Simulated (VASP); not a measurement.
InAs:

```
In As
1.0
     0.00000    3.01800    3.01800
     3.01800    0.00000    3.01800
     3.01800    3.01800    0.00000
In As
1 1
Direct
  0.00000 0.00000 0.00000
  0.25000 0.25000 0.25000
```

| Quantity | Value |
| --- | --- |
| Program | VASP 6.6.1 |
| Task | relaxation of cell and atoms |
| Functional | PBE |
| Potentials or basis | VASP PAW PBE potentials, release 64 (In, As) |
| Cutoff | 300 eV |
| k mesh | 5 × 5 × 5 |
| Occupations | gaussian, width 0.03 eV |
| Spin | no spin polarisation |

At the start: pressure 5.4 GPa; volume 27.49 Å³/atom.

Q: How do energy, volume and symmetry change on relaxing?

A: Over 3 steps the energy falls by 39.6 meV/atom and the volume is 30.03 Å³/atom (+9.2 %); space group F-43m (No. 216, to 0.05 Å).

The path:
```csv
step,energy change (eV),largest force (eV/Å),pressure (GPa),volume (Å³)
1,0.0000,0.0000,5.43,54.98
2,-0.0625,0.0000,-1.92,62.73
3,-0.0792,0.0000,0.02,60.06
```

Final structure:
```xyz
2
Lattice="0.0000 3.1083 3.1083 3.1083 0.0000 3.1083 3.1083 3.1083 0.0000" Properties=species:S:1:pos:R:3 pbc="T T T"
In    0.0000    0.0000    0.0000
As    1.5541    1.5541    1.5541
```

Caveat: the k mesh is coarse (spacing up to 0.36 Å⁻¹), so the values aren't converged.
